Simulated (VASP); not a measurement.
An input for Quantum ESPRESSO's pw.x (written as the equivalent of a VASP run, and not itself run):

```
&CONTROL
  calculation = 'scf'
  pseudo_dir = './pseudo'
  outdir = './out'
  tprnfor = .true.
  tstress = .true.
/
&SYSTEM
  ibrav = 0
  nat = 2
  ntyp = 1
  ecutwfc = 84
  occupations = 'smearing'
  smearing = 'methfessel-paxton'
  degauss = 0.00735
  input_dft = 'pbe'
  nspin = 2
  starting_magnetization(1) = 0.2
  tot_magnetization = 2
/
&ELECTRONS
  conv_thr = 7.3e-08
  electron_maxstep = 100
/
ATOMIC_SPECIES
  V 50.941 V.upf
CELL_PARAMETERS angstrom
    -2.3664030    2.3664030    1.2911380
     2.3664030   -2.3664030    1.2911380
     2.3664030    2.3664030   -1.2911380
ATOMIC_POSITIONS crystal
  V    0.7500000  0.2500000  0.5000000
  V    0.0000000  0.0000000  0.0000000
K_POINTS automatic
  14 14 14 0 0 0
```

Task: Translate this input to VASP (INCAR, KPOINTS, POSCAR, choice of POTCAR).

Result: One answer among several that fit: 
### POSCAR
```
V
2.3664030
 -1.0000000000   1.0000000000   0.5456120534
  1.0000000000  -1.0000000000   0.5456120534
  1.0000000000   1.0000000000  -0.5456120534
V
2
direct
  0.7500000000   0.2500000000   0.5000000000
  0.0000000000   0.0000000000   0.0000000000
```

INCAR:
```
! general
SYSTEM  = V
PREC    = Accurate
ENCUT   = 400
LREAL   = .False.
LASPH   = .True.

! electronic loop
EDIFF   = 1E-6
NELM    = 100
ALGO    = Normal
LMAXMIX = 4

! smearing
ISMEAR  = 1
SIGMA   = 0.1

! functional
GGA     = PE

! spin
ISPIN   = 2
MAGMOM  = 2.0 2.0
NUPDOWN = 2

! ions
ISIF    = 2

! output
LWAVE   = .False.
LCHARG  = .False.
LORBIT  = 10
```

File KPOINTS:
```
K-points
0
gamma
 14 14 14
```

POTCAR, in this order: V_sv (PBE.64 set). Program: vasp_std.

The two are equivalent in intent, not identical: the potentials are each code's own (VASP's PAW set, PseudoDojo norm-conserving files in pw.x), so ENCUT and ecutwfc are chosen apart and not converted; conv_thr bounds pw.x's estimated SCF error, while EDIFF bounds the energy change between steps; starting_magnetization is a fraction of the valence charge and MAGMOM a moment in μB, so they match only roughly.

The structure was generated: V was put into the beta-Sn type (I4_1/amd), which need not be its known phase. The cell was not relaxed at this level. The run is one of a series of settings (NUPDOWN = 2 against the base run), some of them coarse on purpose.
